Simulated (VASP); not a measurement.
# MgS (Niningerite): structure and properties in VASP

Aim: relax MgS (Niningerite), then compute properties on the relaxed cell. The steps: relaxing cell and atoms (PBEsol), second relaxation, single point with fields (PBEsol), bands along the symmetry lines (PBEsol), total and projected DOS (PBEsol), dielectric tensor and Born charges (PBEsol), optical spectrum (PBEsol) and a single point (PBEsol) with a changed input. The start is a cell from a database of measured crystal structures.

Main program and level: VASP 6.6.1; PBEsol; plane waves and PAW (Mg, S).

## (1) The structure

Before any relaxation, the start is as follows. Symmetry: Fm-3m, No. 225, cubic system. The conventional cell has a = 5.203 Å, b = 5.203 Å, c = 5.203 Å, α = 90.00°, β = 90.00°, γ = 90.00°. Nearest to Mg lie 6 S at 2.60 Å. Nearest to S lie 6 Mg at 2.60 Å. Farther neighbours and most contacts between anions are not listed.

Coordinates:

```cif
data_structure
_symmetry_space_group_name_H-M 'Fm-3m'
_symmetry_Int_Tables_number 225
_cell_length_a 5.2033
_cell_length_b 5.2033
_cell_length_c 5.2033
_cell_angle_alpha 90.000
_cell_angle_beta 90.000
_cell_angle_gamma 90.000
_cell_volume 140.88
loop_
_atom_site_label
_atom_site_type_symbol
_atom_site_symmetry_multiplicity
_atom_site_Wyckoff_symbol
_atom_site_fract_x
_atom_site_fract_y
_atom_site_fract_z
_atom_site_occupancy
Mg1 Mg 4 a 0.00000 0.00000 0.00000 1
S1 S 4 b 0.50000 0.00000 0.00000 1
```

## (2) Relaxing cell and atoms (PBEsol)

The start need not lie at this functional's minimum. ISIF = 3 frees volume, shape and positions, and EDIFFG sets the threshold on forces and stress at which the search stops. PBEsol restores the gradient expansion of exchange and is tuned for the cells of solids.

Input file INCAR:

```
SYSTEM = MgS
PREC = Accurate
ENCUT = 400
EDIFF = 1E-06
NELM = 100
ISMEAR = 0
SIGMA = 0.05
LREAL = .FALSE.
ALGO = Normal
GGA = PS
NBANDS = 10
LORBIT = 11
LWAVE = .FALSE.
LCHARG = .FALSE.
KPAR = 2
IBRION = 2
NSW = 60
ISIF = 3
EDIFFG = -0.01
```

Input file POSCAR:

```
MgS
1.0
    0.0000000000      2.6016500000      2.6016500000
    2.6016500000      0.0000000000      2.6016500000
    2.6016500000      2.6016500000      0.0000000000
Mg S
1 1
Direct
    0.0000000000      0.0000000000      0.0000000000
    0.5000000000      0.5000000000      0.5000000000
```

Input file KPOINTS:

```
Automatic mesh
0
Gamma
7 7 7
0 0 0
```

The projector-augmented-wave data sets are Mg and S (PBE family, release 64).

The run is started by

```sh
$ mpirun -np 2 vasp_std
```

The log of the run:

```text
[banner, memory and clock lines left out]
running    2 mpi-ranks, on    1 nodes
 distrk:  each k-point on    1 cores,    2 groups
 distr:  one band on    1 cores,    1 groups

 POSCAR found type information on POSCAR MgS
 POSCAR found :  2 types and       2 ions
|                                                                             |
|               ----> ADVICE to this user running VASP <----                  |
|                                                                             |
|     You enforced a specific xc type in the INCAR file but a different       |
|     [... a line on the potential file left out ...]
|     I HOPE YOU KNOW WHAT YOU ARE DOING!                                     |
|                                                                             |

 LDA part: xc-table for (Slater+PW92), standard interpolation
 POSCAR, INCAR and KPOINTS ok, starting setup
 FFT: planning ... GRIDC
 FFT: planning ... GRID_SOFT
 FFT: planning ... GRID
 WAVECAR not read
 entering main loop
       N       E                     dE             d eps       ncg     rms          rms(c)
DAV:   1     0.208669460294E+02    0.20867E+02   -0.31921E+03   416   0.524E+02
DAV:   2    -0.815405397897E+01   -0.29021E+02   -0.27969E+02   520   0.973E+01
DAV:   3    -0.943531916788E+01   -0.12813E+01   -0.12795E+01   474   0.227E+01
DAV:   4    -0.944276074747E+01   -0.74416E-02   -0.74410E-02   464   0.213E+00
DAV:   5    -0.944281886794E+01   -0.58120E-04   -0.58120E-04   466   0.187E-01    0.410E+00
DAV:   6    -0.911594912031E+01    0.32687E+00   -0.72822E-01   424   0.355E+00    0.309E+00
DAV:   7    -0.907505044706E+01    0.40899E-01   -0.18848E-01   460   0.195E+00    0.192E+00
DAV:   8    -0.907238830602E+01    0.26621E-02   -0.10186E-02   434   0.628E-01    0.726E-01
DAV:   9    -0.907218580719E+01    0.20250E-03   -0.50560E-04   430   0.135E-01    0.300E-01
DAV:  10    -0.907217924950E+01    0.65577E-05   -0.10535E-04   462   0.496E-02    0.459E-02
DAV:  11    -0.907218182039E+01   -0.25709E-05   -0.22698E-06   424   0.943E-03    0.161E-02
DAV:  12    -0.907218191396E+01   -0.93567E-07   -0.99047E-08   224   0.180E-03
   1 F= -.90721819E+01 E0= -.90721819E+01  d E =-.907218E+01
 curvature:   0.00 expect dE= 0.000E+00 dE for cont linesearch  0.000E+00
 trial: gam= 0.00000 g(F)=  0.455E-61 g(S)=  0.436E-02 ort = 0.000E+00 (trialstep = 0.100E+01)
 search vector abs. value=  0.436E-02
 bond charge predicted
       N       E                     dE             d eps       ncg     rms          rms(c)
DAV:   1    -0.908282877433E+01   -0.10647E-01   -0.17277E-01   402   0.226E+00    0.739E-01
DAV:   2    -0.907475195190E+01    0.80768E-02   -0.20618E-02   412   0.659E-01    0.242E-01
DAV:   3    -0.907389204023E+01    0.85991E-03   -0.49663E-03   436   0.343E-01    0.177E-01
DAV:   4    -0.907388160896E+01    0.10431E-04   -0.38497E-05   428   0.451E-02    0.155E-01
DAV:   5    -0.907386301333E+01    0.18596E-04   -0.19821E-05   418   0.280E-02    0.217E-02
DAV:   6    -0.907386240154E+01    0.61179E-06   -0.47458E-07   210   0.463E-03
   2 F= -.90738624E+01 E0= -.90738624E+01  d E =-.168049E-02
 trial-energy change:   -0.001680  1 .order   -0.001658   -0.004358    0.001042
 step:   0.8109(harm=  0.8070)  dis= 0.00000  next Energy=    -9.073961 (dE=-0.178E-02)
 bond charge predicted
       N       E                     dE             d eps       ncg     rms          rms(c)
DAV:   1    -0.907428144175E+01   -0.41843E-03   -0.61547E-03   406   0.424E-01    0.138E-01
DAV:   2    -0.907398934903E+01    0.29209E-03   -0.75148E-04   412   0.126E-01    0.455E-02
DAV:   3    -0.907395903897E+01    0.30310E-04   -0.17798E-04   440   0.648E-02    0.316E-02
DAV:   4    -0.907395855932E+01    0.47965E-06   -0.13433E-06   338   0.856E-03
   3 F= -.90739586E+01 E0= -.90739586E+01  d E =-.177665E-02
 curvature:  -0.40 expect dE=-0.202E-07 dE for cont linesearch -0.202E-07
 trial: gam=-0.00338 g(F)=  0.450E-61 g(S)=  0.500E-07 ort = 0.148E-04 (trialstep = 0.962E+00)
 search vector abs. value=  0.101E-09
 reached required accuracy - stopping structural energy minimisation
```

The job ended after 4.6 s (2 MPI ranks of Intel Xeon Platinum 8375C at 2.90GHz (Ice Lake), shared host; peak memory 0.24 GiB; 7.8 s of CPU time).

Lines that name or quote the potential files are left out of all logs, and their timing lines are given in words.

OUTCAR, selected parts (step 2):

```text
ion  position               nearest neighbor table
   1  0.000  0.000  0.000-   2 2.60   2 2.60   2 2.60   2 2.60   2 2.60   2 2.60
   2  0.500  0.500  0.500-   1 2.60   1 2.60   1 2.60   1 2.60   1 2.60   1 2.60

  LATTYP: Found a face centered cubic cell.
 ALAT       =     5.2033000000

 Subroutine GETGRP returns: Found 48 space group operations
 (whereof 48 operations were pure point group operations)

The static configuration has the point symmetry O_h .

 Found     20 irreducible k-points:

   k-points           NKPTS =     20   k-points in BZ     NKDIM =     20   number of bands    NBANDS=     10

   dimension x,y,z NGX =    24 NGY =   24 NGZ =   24
   dimension x,y,z NGXF=    48 NGYF=   48 NGZF=   48

   ENCUT  =  400.0 eV  29.40 Ry    5.42 a.u.   6.00  6.00  6.00*2*pi/ulx,y,z

   NELECT =       8.0000    total number of electrons

 k-points in reciprocal lattice and weights: Automatic mesh
   0.00000000  0.00000000  0.00000000       0.003
   0.14285714  0.00000000  0.00000000       0.023
   0.28571429  0.00000000  0.00000000       0.023
   0.42857143  0.00000000  0.00000000       0.023
   0.14285714  0.14285714  0.00000000       0.017
   0.28571429  0.14285714  0.00000000       0.070
   0.42857143  0.14285714  0.00000000       0.070
  -0.42857143  0.14285714  0.00000000       0.070
  -0.28571429  0.14285714  0.00000000       0.070
[...]
-0.42857143  0.42857143  0.14285714       0.070
  -0.28571429  0.42857143  0.14285714       0.070

 average (electrostatic) potential at core
       1 -36.3878       2 -86.0854

 E-fermi :   4.0746

 k-point     1 :       0.0000    0.0000    0.0000
  band No.  band energies     occupation
      1      -8.9607      2.00000
      2       3.8070      2.00000
      3       3.8070      2.00000
      4       3.8070      2.00000
      5       7.5128      0.00000
      6      11.6510      0.00000
      7      11.6510      0.00000
      8      11.6510      0.00000
      9      14.1335      0.00000
    ...

 k-point     2 :       0.1429    0.0000    0.0000
  band No.  band energies     occupation
      1      -8.7580      2.00000
      2       2.4764      2.00000
      3       3.6717      2.00000
      4       3.6717      2.00000
      5       8.4530      0.00000
      6      11.3282      0.00000
      7      11.9401      0.00000
      8      11.9401      0.00000
      9      13.4258      0.00000
    ...

 k-point     3 :       0.2857    0.0000    0.0000
  band No.  band energies     occupation
      1      -8.2291      2.00000
      2       0.4374      2.00000
      3       3.4038      2.00000
      4       3.4038      2.00000
      5       8.6086      0.00000
      6      11.3442      0.00000
      7      11.3442      0.00000
      8      12.5748      0.00000
      9      14.5297      0.00000
    ...

  Total       -0.0008315     -0.0008315     -0.0008315      0.0000000      0.0000000      0.0000000
  in kB       -0.0383777     -0.0383777     -0.0383777      0.0000000      0.0000000      0.0000000
  external PRESSURE =      -0.0383777 kB  Pullay stress =       0.0000000 kB

  energy-cutoff  :      400.00
  volume of cell :       34.71
      direct lattice vectors                 reciprocal lattice vectors
     0.000000000  2.589162441  2.589162441    -0.193112642  0.193112642  0.193112642
     2.589162441  0.000000000  2.589162441     0.193112642 -0.193112642  0.193112642
     2.589162441  2.589162441 -0.000000000     0.193112642  0.193112642 -0.193112642

 POSITION                                       TOTAL-FORCE (eV/Angst)
 -----------------------------------------------------------------------------------
      0.00000      0.00000      0.00000        -0.000000      0.000000      0.000000
      2.58916      2.58916      2.58916         0.000000     -0.000000     -0.000000
 -----------------------------------------------------------------------------------
    total drift:                               -0.000000     -0.000000      0.000000

  FREE ENERGIE OF THE ION-ELECTRON SYSTEM (eV)
  ---------------------------------------------------
  free  energy   TOTEN  =        -9.0739585593 eV

  energy  without entropy=       -9.0739585593  energy(sigma->0) =       -9.07395856

 reached required accuracy - stopping structural energy minimisation

 total charge
# of ion       s       p       d       tot
------------------------------------------
    1        0.139   0.132   0.041   0.312
    2        1.309   2.485   0.000   3.793
--------------------------------------------------
tot          1.447   2.617   0.041   4.105

[... 3 further parts left out ...]
```

CONTCAR:

```
MgS
   1.00000000000000
     0.0000000000000000    2.5891624411899179    2.5891624411899179
     2.5891624411899179    0.0000000000000000    2.5891624411899179
     2.5891624411899179    2.5891624411899179   -0.0000000000000000
  Mg              S
     1     1
Direct
     0.0000000000000000    0.0000000000000000    0.0000000000000000
     0.5000000000000000    0.5000000000000000    0.5000000000000000
```

The gap is read on the k-mesh alone, so it is an upper bound where the band edges lie off the mesh, and a coarse mesh can show a gap where there is none. The PAW data sets were made with PBE, which is usual practice but a small mismatch for other functionals. The run keeps the 48 symmetry operations of its start, so it cannot find a distortion of lower symmetry.

Step by step:

| step | energy less that of the first step (eV) | largest force (eV/Å) | pressure (GPa) | volume (Å³) |
| --- | --- | --- | --- | --- |
| 1 | 0.0000 | 0.0000 | -1.12 | 35.22 |
| 2 | -0.0017 | 0.0000 | 0.27 | 34.60 |
| 3 | -0.0018 | 0.0000 | 0.00 | 34.71 |

| conventional cell, symmetrised | before | after | change |
| --- | --- | --- | --- |
| a (Å) | 5.203 | 5.178 | -0.5 % |
| b (Å) | 5.203 | 5.178 | -0.5 % |
| c (Å) | 5.203 | 5.178 | -0.5 % |
| volume (Å³/atom) | 17.61 | 17.36 | -1.4 % |

The relaxed structure:

```
Mg S
1.0
     0.00000    2.58916    2.58916
     2.58916    0.00000    2.58916
     2.58916    2.58916    0.00000
Mg S
1 1
Direct
  0.00000 0.00000 0.00000
  0.50000 0.50000 0.50000
```

Numbers from this step:

```
electrons                              : 8
bands                                  : 10
irreducible k-points                   : 20
symmetry operations                    : 48
free energy (TOTEN)                    : -9.074 eV
Fermi energy                           : 4.075 eV
pressure                               : -0.003838 GPa
metallic, judged on the points sampled : no
valence top at k                       : 0, 0, 0
conduction bottom at k                 : 0.4286, 0.4286, 0
least direct gap at k                  : 0, 0, 0
SCF cycles over all ionic steps        : 22
gap on the k-mesh                      : 2.948 eV
least direct gap on the k-mesh         : 3.706 eV
```

It ends with forces that vanish by symmetry and a pressure of 0.00 GPa. The volume lies -1.4 % from that of the database's start, part of which can be the thermal and zero-point expansion of its experiment.

## (3) Second relaxation

A relaxation keeps the plane waves of the cell it began with, so it is repeated from the new cell, on a basis made for it. The mesh changes with the cell too.

INCAR is that of step 2.

Input file POSCAR:

```
MgS
1.0
    0.0000000000      2.5891624412      2.5891624412
    2.5891624412      0.0000000000      2.5891624412
    2.5891624412      2.5891624412      0.0000000000
Mg S
1 1
Direct
    0.0000000000      0.0000000000      0.0000000000
    0.5000000000      0.5000000000      0.5000000000
```

Input file KPOINTS:

```
Automatic mesh
0
Gamma
8 8 8
0 0 0
```

The run is started by

```sh
$ mpirun -np 2 vasp_std
```

The log of the run:

```text
[banner, memory and clock lines left out]
running    2 mpi-ranks, on    1 nodes
 distrk:  each k-point on    1 cores,    2 groups
 distr:  one band on    1 cores,    1 groups

 POSCAR found type information on POSCAR MgS
 POSCAR found :  2 types and       2 ions
 [... a notice as in an earlier step ...]

 LDA part: xc-table for (Slater+PW92), standard interpolation
 POSCAR, INCAR and KPOINTS ok, starting setup
 FFT: planning ... GRIDC
 FFT: planning ... GRID_SOFT
 FFT: planning ... GRID
 WAVECAR not read
 entering main loop
       N       E                     dE             d eps       ncg     rms          rms(c)
DAV:   1     0.136361653688E+02    0.13636E+02   -0.33009E+03   660   0.526E+02
DAV:   2    -0.861194661249E+01   -0.22248E+02   -0.20647E+02   748   0.916E+01
DAV:   3    -0.943539434091E+01   -0.82345E+00   -0.82260E+00   678   0.187E+01
DAV:   4    -0.944013335652E+01   -0.47390E-02   -0.47384E-02   746   0.173E+00
DAV:   5    -0.944016337998E+01   -0.30023E-04   -0.30023E-04   662   0.121E-01    0.416E+00
DAV:   6    -0.911791538600E+01    0.32225E+00   -0.70787E-01   624   0.353E+00    0.315E+00
DAV:   7    -0.907727366435E+01    0.40642E-01   -0.18941E-01   652   0.197E+00    0.194E+00
DAV:   8    -0.907473714566E+01    0.25365E-02   -0.99786E-03   650   0.617E-01    0.710E-01
DAV:   9    -0.907454463914E+01    0.19251E-03   -0.47573E-04   646   0.130E-01    0.300E-01
DAV:  10    -0.907453877513E+01    0.58640E-05   -0.15412E-04   646   0.589E-02    0.115E-02
DAV:  11    -0.907453908190E+01   -0.30678E-06   -0.25835E-06   636   0.973E-03
   1 F= -.90745391E+01 E0= -.90745391E+01  d E =-.907454E+01
 curvature:   0.00 expect dE= 0.000E+00 dE for cont linesearch  0.000E+00
 trial: gam= 0.00000 g(F)=  0.167E-61 g(S)=  0.247E-05 ort = 0.000E+00 (trialstep = 0.100E+01)
 search vector abs. value=  0.247E-05
 reached required accuracy - stopping structural energy minimisation
```

Wall time 4.6 s (2 MPI ranks); peak memory 0.25 GiB; 7.6 s of CPU time.

Parts of OUTCAR (step 3):

```text
  LATTYP: Found a face centered cubic cell.
 ALAT       =     5.1783248824

The static configuration has the point symmetry O_h .

 Found     29 irreducible k-points:

   k-points           NKPTS =     29   k-points in BZ     NKDIM =     29   number of bands    NBANDS=     10

   ENCUT  =  400.0 eV  29.40 Ry    5.42 a.u.   5.97  5.97  5.97*2*pi/ulx,y,z

   NELECT =       8.0000    total number of electrons

 E-fermi :   4.0116

 k-point     1 :       0.0000    0.0000    0.0000
  band No.  band energies     occupation
      1      -8.9611      2.00000
      2       3.8062      2.00000
      3       3.8062      2.00000
      4       3.8062      2.00000
      5       7.5126      0.00000
      6      11.6506      0.00000
      7      11.6506      0.00000
      8      11.6506      0.00000
      9      14.1332      0.00000
    ...

 k-point     2 :       0.1250    0.0000    0.0000
  band No.  band energies     occupation
      1      -8.8048      2.00000
      2       2.7269      2.00000
      3       3.7000      2.00000
      4       3.7000      2.00000
      5       8.3167      0.00000
      6      11.3340      0.00000
      7      11.9096      0.00000
      8      11.9096      0.00000
      9      13.4896      0.00000
    ...

  Total       -0.0058423     -0.0058423     -0.0058423      0.0000000      0.0000000     -0.0000000
  in kB       -0.2696425     -0.2696425     -0.2696425      0.0000000      0.0000000     -0.0000000
  external PRESSURE =      -0.2696425 kB  Pullay stress =       0.0000000 kB

  energy-cutoff  :      400.00
  volume of cell :       34.71
      direct lattice vectors                 reciprocal lattice vectors
     0.000000000  2.589162441  2.589162441    -0.193112642  0.193112642  0.193112642
     2.589162441  0.000000000  2.589162441     0.193112642 -0.193112642  0.193112642
     2.589162441  2.589162441  0.000000000     0.193112642  0.193112642 -0.193112642

 POSITION                                       TOTAL-FORCE (eV/Angst)
 -----------------------------------------------------------------------------------
      0.00000      0.00000      0.00000         0.000000      0.000000     -0.000000
      2.58916      2.58916      2.58916        -0.000000     -0.000000      0.000000
 -----------------------------------------------------------------------------------
    total drift:                               -0.000000     -0.000000      0.000000

  FREE ENERGIE OF THE ION-ELECTRON SYSTEM (eV)
  ---------------------------------------------------
  free  energy   TOTEN  =        -9.0745390819 eV

  energy  without entropy=       -9.0745390819  energy(sigma->0) =       -9.07453908

 total charge
# of ion       s       p       d       tot
------------------------------------------
    1        0.139   0.132   0.041   0.312
    2        1.309   2.484   0.000   3.793
--------------------------------------------------
tot          1.447   2.616   0.041   4.105

[... 3 parts as in an earlier step ...]

[... 7 further parts left out ...]
```

Little changed from the start: no atom moved by 0.005 Å and no cell edge by 0.1 %.

Numbers from this step:

* irreducible k-points: 29
* free energy (TOTEN): -9.075 eV
* Fermi energy: 4.012 eV
* pressure: -0.02696 GPa
* conduction bottom at k: 0.5, 0.5, 0
* SCF cycles over all ionic steps: 11
* gap on the k-mesh: 2.734 eV

It ends with forces that vanish by symmetry and a pressure of -0.03 GPa. The volume moved by under 0.01 %: the run met its threshold at the first step.

(Part 1 of 4 ends here.)

[Lines on the potential files, build, host, timing and source positions are cut from VASP's logs without a mark.]

[Logs are printed without paths, hosts, clocks, repeated set-up lines and the standing remarks that a program may print on its own settings, such as how far it seeks lower states.]

[Hosts, paths, dates, database ids (printed as entryN), source tags and the programs' standing remarks are cut or masked in the printed files.]

[A measured line is paired with the nearest computed mode of its activity, which favours agreement.]

[In band tables of VASP the shares of atoms and orbitals are scaled to a sum of 1 inside the atoms' spheres.]
